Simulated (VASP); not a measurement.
All values below come from PBE GGA + U (Dudarev), VASP's PBE PAW potentials (set 64) (plane waves; VASP).

VASP ran on this input.

**INCAR**
```
LASPH  =  .True.
ENCUT  =  400
SYSTEM  =  TiCo
LDAUU  =  1.0 1.0
NELM  =  100
EDIFF  =  1E-6   ! SCF stop (eV)
LDAUPRINT  =  1
ISMEAR  =  1   ! Methfessel-Paxton
PREC  =  Accurate
ALGO  =  Normal
LREAL  =  .False.
SIGMA  =  0.1   ! width (eV)
LCHARG  =  .False.
ISIF  =  2   ! forces and stress, cell fixed
LMAXMIX  =  4
LDAUTYPE  =  2
LDAUL  =  2 2
GGA  =  PE   ! PBE
LORBIT  =  10
LDAUJ  =  0 0
LWAVE  =  .False.
LDAU  =  .True.
```

**POSCAR**
```
TiCo
1
    3.0498000000     0.0000000000     0.0000000000
    0.0000000000     3.0498000000     0.0000000000
    0.0000000000     0.0000000000     3.0498000000
Ti Co
1 1
Direct
  0.0000000000   0.0000000000   0.0000000000
  0.5000000000   0.5000000000   0.5000000000
```

KPOINTS:
```
Automatic
0
gamma
11 11 11
0 0 0
```

POTCAR, in this order: Ti_sv Co (PBE.64 set). Program: vasp_std.

The resulting files:

### OSZICAR
```
       N       E                     dE             d eps       ncg     rms          rms(c)
DAV:   1     0.136661875561E+03    0.13666E+03   -0.90375E+03  1568   0.155E+03
DAV:   2    -0.849069276811E+01   -0.14515E+03   -0.14264E+03  1598   0.378E+02
DAV:   3    -0.162481557344E+02   -0.77575E+01   -0.77117E+01  2390   0.100E+02
DAV:   4    -0.164799144344E+02   -0.23176E+00   -0.23146E+00  1976   0.142E+01
DAV:   5    -0.164877671452E+02   -0.78527E-02   -0.78525E-02  2286   0.241E+00    0.115E+01
DAV:   6    -0.140456550261E+02    0.24421E+01   -0.12564E+01  2088   0.430E+01    0.669E+00
DAV:   7    -0.157945552225E+02   -0.17489E+01   -0.18883E+01  2266   0.496E+01    0.129E+01
DAV:   8    -0.138422239717E+02    0.19523E+01   -0.78429E+00  2310   0.340E+01    0.136E+00
DAV:   9    -0.138879845424E+02   -0.45761E-01   -0.40068E-01  2352   0.478E+00    0.239E+00
DAV:  10    -0.138560628768E+02    0.31922E-01   -0.25764E-01  2394   0.552E+00    0.374E-01
DAV:  11    -0.138555433662E+02    0.51951E-03   -0.61139E-03  2136   0.851E-01    0.147E-01
DAV:  12    -0.138553426300E+02    0.20074E-03   -0.10785E-03  2394   0.357E-01    0.405E-02
DAV:  13    -0.138553405505E+02    0.20795E-05   -0.47549E-05  1780   0.810E-02    0.110E-02
DAV:  14    -0.138553389801E+02    0.15704E-05   -0.12115E-05  2008   0.334E-02    0.337E-03
DAV:  15    -0.138553394459E+02   -0.46579E-06   -0.12307E-06  1068   0.152E-02
   1 F= -.13855339E+02 E0= -.13855306E+02  d E =-.999743E-04
```

### OUTCAR
```
------------------------ aborting loop because EDIFF is reached ----------------------------------------
  FORCE on cell =-STRESS in cart. coord.  units (eV):
  Direction    XX          YY          ZZ          XY          YZ          ZX
  --------------------------------------------------------------------------------------
  Total       -2.1287492     -2.1287492     -2.1287492      0.0000000      0.0000000      0.0000000
  in kB     -120.2322547   -120.2322547   -120.2322547      0.0000000      0.0000000      0.0000000
  external PRESSURE =    -120.2322547 kB  Pullay stress =       0.0000000 kB
  volume of cell :       28.37
      direct lattice vectors                 reciprocal lattice vectors
     3.049800000  0.000000000  0.000000000     0.327890353  0.000000000  0.000000000
     0.000000000  3.049800000  0.000000000     0.000000000  0.327890353  0.000000000
     0.000000000  0.000000000  3.049800000     0.000000000  0.000000000  0.327890353
 POSITION                                       TOTAL-FORCE (eV/Angst)
 -----------------------------------------------------------------------------------
      0.00000      0.00000      0.00000         0.000000      0.000000      0.000000
      1.52490      1.52490      1.52490         0.000000      0.000000      0.000000
 -----------------------------------------------------------------------------------
    total drift:                               -0.000000      0.000000      0.000000
  FREE ENERGIE OF THE ION-ELECTRON SYSTEM (eV)
  ---------------------------------------------------
  free  energy   TOTEN  =       -13.8553394459 eV

  energy  without entropy=      -13.8552394717  energy(sigma->0) =      -13.85530612

 total charge

# of ion       s       p       d       tot
------------------------------------------
    1        2.235   6.162   1.755  10.152
    2        0.493   0.404   7.352   8.249
--------------------------------------------------
tot          2.728   6.566   9.107  18.400
```
(Selected blocks of OUTCAR.)

The compound is TiCo in the CsCl type structure. The cell was not relaxed at this level. The run is one of a series of settings (LDAU = .TRUE., LDAUJ = 0 0, LDAUL = 2 2, LDAUTYPE = 2, LDAUU = 1.0 1.0 against the base run), some of them coarse on purpose. The run is not spin-polarised, so no magnetic state was tried. The electron count is odd and the run is not spin-polarised, which forces a metal.
